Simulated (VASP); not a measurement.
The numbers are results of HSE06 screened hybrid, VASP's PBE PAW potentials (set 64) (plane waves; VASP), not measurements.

Input for VASP

### KPOINTS
```
Automatic mesh
0
Gamma
8 8 8
0 0 0
```

**POSCAR**
```
NaF
1
    0.0000000000     2.3309270000     2.3309270000
    2.3309270000     0.0000000000     2.3309270000
    2.3309270000     2.3309270000     0.0000000000
Na F
1 1
Direct
  0.0000000000   0.0000000000   0.0000000000
  0.5000000000   0.5000000000   0.5000000000
```

### INCAR
```
! general
SYSTEM   = NaF
PREC     = Accurate
ENCUT    = 240
LREAL    = .False.
LASPH    = .True.   ! aspherical one-centre terms
ISYM     = 3

! electronic loop
EDIFF    = 1E-6
NELM     = 100   ! most electronic steps
ALGO     = Normal   ! blocked Davidson

! smearing
ISMEAR   = 0   ! Gaussian
SIGMA    = 0.05   ! width (eV)

! functional
GGA      = PE   ! PBE
LHFCALC  = .True.
AEXX     = 0.25
HFSCREEN = 0.2
PRECFOCK = Fast

! ions
ISIF     = 2

! output
LWAVE    = .False.
LCHARG   = .False.
```

POTCAR, in this order: Na_pv F (PBE.64 set). Program: vasp_std.

What VASP printed:

OSZICAR:
```
       N       E                     dE             d eps       ncg     rms          rms(c)
DAV:   1    -0.390657837620E+02   -0.39066E+02   -0.58949E+03   726   0.869E+02
DAV:   2    -0.111506593186E+03   -0.72441E+02   -0.67793E+02   701   0.256E+02
DAV:   3    -0.114042069169E+03   -0.25355E+01   -0.25319E+01   722   0.519E+01
DAV:   4    -0.114056588838E+03   -0.14520E-01   -0.14519E-01   695   0.415E+00
DAV:   5    -0.114761702234E+02    0.10258E+03   -0.70039E-01   665   0.159E+01    0.604E+00
DAV:   6    -0.109904621353E+02    0.48571E+00   -0.17879E-01   695   0.515E+00    0.379E+00
DAV:   7    -0.108487946305E+02    0.14167E+00   -0.52042E-02   722   0.325E+00    0.235E+00
DAV:   8    -0.108047346862E+02    0.44060E-01   -0.11764E-02   671   0.177E+00    0.140E+00
DAV:   9    -0.107901948599E+02    0.14540E-01   -0.48398E-03   665   0.111E+00    0.817E-01
DAV:  10    -0.107853735882E+02    0.48213E-02   -0.16524E-03   674   0.725E-01    0.480E-01
DAV:  11    -0.107837872737E+02    0.15863E-02   -0.64221E-04   674   0.465E-01    0.284E-01
DAV:  12    -0.107832766338E+02    0.51064E-03   -0.25659E-04   677   0.291E-01    0.169E-01
DAV:  13    -0.107831210978E+02    0.15554E-03   -0.94027E-05   677   0.178E-01    0.101E-01
DAV:  14    -0.107830760442E+02    0.45054E-04   -0.36594E-05   677   0.108E-01    0.605E-02
DAV:  15    -0.107830648418E+02    0.11202E-04   -0.13216E-05   677   0.664E-02    0.361E-02
DAV:  16    -0.107830628840E+02    0.19578E-05   -0.51004E-06   677   0.412E-02    0.216E-02
DAV:  17    -0.107830631717E+02   -0.28769E-06   -0.20321E-06   674   0.255E-02
   1 F= -.10783063E+02 E0= -.10783063E+02  d E =-.634560E-19
```

### OUTCAR
```
------------------------ aborting loop because EDIFF is reached ----------------------------------------
  FORCE on cell =-STRESS in cart. coord.  units (eV):
  Direction    XX          YY          ZZ          XY          YZ          ZX
  --------------------------------------------------------------------------------------
  Total      -20.7580677    -20.7580677    -20.7580677      0.0000000     -0.0000000      0.0000000
  in kB    -1313.0506925  -1313.0506925  -1313.0506925      0.0000000     -0.0000000      0.0000000
  external PRESSURE =   -1313.0506925 kB  Pullay stress =       0.0000000 kB
  volume of cell :       25.33
      direct lattice vectors                 reciprocal lattice vectors
     0.000000000  2.330927000  2.330927000    -0.214506932  0.214506932  0.214506932
     2.330927000  0.000000000  2.330927000     0.214506932 -0.214506932  0.214506932
     2.330927000  2.330927000  0.000000000     0.214506932  0.214506932 -0.214506932
  FREE ENERGIE OF THE ION-ELECTRON SYSTEM (eV)
  ---------------------------------------------------
  free  energy   TOTEN  =       -10.7830631717 eV

  energy  without entropy=      -10.7830631717  energy(sigma->0) =      -10.78306317

  exchange ACFDT corr.  =         0.00000000  see jH, gK, PRB 81, 115126
```
(Selected blocks of OUTCAR.)

At this cut-off the stress carries a Pulay error, which pulls relaxed volumes low.

The structure comes from a computed database's NaF entry; how it stands against other phases isn't given here. The cell was not relaxed at this level. The run is one of a series of settings (ENCUT = 240 against the base run), some of them coarse on purpose.
